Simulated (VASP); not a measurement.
Data:

```xyz
2
Lattice="0.0000 3.0264 3.0264 3.0264 0.0000 3.0264 3.0264 3.0264 0.0000" Properties=species:S:1:pos:R:3 pbc="T T T"
Cu     0.0000     0.0000     0.0000
I      1.5132     1.5132     1.5132
```

These are PBE GGA with D3 dispersion (zero damping), VASP's PBE PAW potentials (set 64) (plane waves; VASP) values and carry that method's errors. Numerical set-up: 520 eV cut-off, 8×8×8 Γ-centred mesh, Gaussian smearing of 0.050 eV, potentials Cu I.

Question: Give the stress tensor in GPa (positive for a compressed cell).

Answer: 
```
-1.32   0.00   0.00
 0.00  -1.32   0.00
 0.00   0.00  -1.32
```
The pressure is its mean diagonal, -1.32 GPa.

The compound is CuI in the zinc blende structure. This cell is one point of a volume scan, at 1.03 of the reference volume.
